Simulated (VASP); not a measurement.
## Cd3HgTe4 (ordered alloy cell): computed properties

These are PBEsol GGA, VASP's PBE PAW potentials (set 64) (plane waves; VASP) values and carry that method's errors.

```json
{
  "space_group": "Amm2 (38)",
  "cell": "a = 4.594 Å, b = 9.181 Å, c = 12.975 Å, α = 90.00°, β = 90.00°, γ = 90.00°",
  "volume_per_atom": "34.20 Å^3/atom",
  "band gap (over mesh and band path)": "0.18 eV",
  "smallest direct gap (over mesh and band path)": "0.18 eV",
  "band_edge_character": "direct, Γ to Γ",
  "density": "6.36 g/cm³"
}
```

Space group Amm2 (No. 38); a = 4.5938 Å, b = 9.1806 Å, c = 12.9754 Å, α = β = γ = 90.00°

```csv
atom,site,symmetry,x,y,z
Hg,2a,mm2,0.0000,0.0000,0.0000
Te,2b,mm2,0.5000,0.5000,0.3746
Te,4d,m..,0.0000,0.2505,0.1252
Te,2b,mm2,0.5000,0.5000,0.8750
Cd,4e,m..,0.5000,0.2498,0.2500
Cd,2a,mm2,0.0000,0.0000,0.4999
```
(The calculation used a cell of 8 atoms; values per cell refer to that cell.)

Unless said otherwise, spin-orbit coupling is left out, though it shifts the bands of the heavy elements here.

The structure was generated: Cd3HgTe4 was put into an ordered model structure (Amm2), which need not be its known phase. It was relaxed first. Symmetry was kept, so distortions that lower it aren't found.
